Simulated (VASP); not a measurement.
```xyz
4
Lattice="4.6707 0.0000 0.0000 0.0000 4.6707 0.0000 0.0000 0.0000 16.7874" Properties=species:S:1:pos:R:3 pbc="T T T"
Ti     2.3354     0.0000     9.7874
Ti     0.0000     2.3354     7.0000
Sb     0.0000     0.0000     8.3937
Sb     2.3354     2.3354     8.3937
```

These are PBE GGA, VASP's PBE PAW potentials (set 64) (plane waves; VASP) values and carry that method's errors. Run with 300 eV cut-off, 3×3×1 Γ-centred mesh, Fermi-Dirac smearing of 0.14 eV, potentials Ti_sv Sb.

At this cut-off the stress carries a Pulay error, which pulls relaxed volumes low. The cell holds a wide vacuum, so values per volume refer to the whole cell.

Question: Give the force on each atom (eV/Å).

Answer: 
```
atom     Fx     Fy      Fz
----  -----  -----  ------
Ti1   0.000  0.000   0.824
Ti2   0.000  0.000  -0.824
Sb3   0.000  0.000   0.000
Sb4   0.000  0.000   0.000
```

Question: Give the stress tensor in GPa (positive for a compressed cell).

Answer: 
```
1.88  0.00  0.00
0.00  1.88  0.00
0.00  0.00  0.93
```
The pressure is its mean diagonal, 1.56 GPa.

The cell is a sheet with vacuum, built from a generated structure. VASP warned that the highest band is occupied, so more bands are needed.
